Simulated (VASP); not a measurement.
Given:

```xyz
2
Lattice="0.0000 2.2640 2.2640 2.2640 0.0000 2.2640 2.2640 2.2640 0.0000" Properties=species:S:1:pos:R:3 pbc="T T T"
B      0.0000     0.0000     0.0000
P      1.1320     1.1320     1.1320
```

Calculation: PBE GGA, VASP's PBE PAW potentials (set 64) (plane waves; VASP). Numerical set-up: 600 eV cut-off, 10×10×10 Γ-centred mesh, Gaussian smearing of 0.050 eV, potentials B P.

Task: Predict the energy per atom (σ→0), pressure.

Result: 
The energy per atom (σ→0) is -623.8 kJ/mol of atoms and the pressure is 2.00 GPa.

Only differences to runs with the same potentials and settings are physical.

The compound is BP in the zinc blende structure. It was relaxed first under an external pressure of 2 GPa.
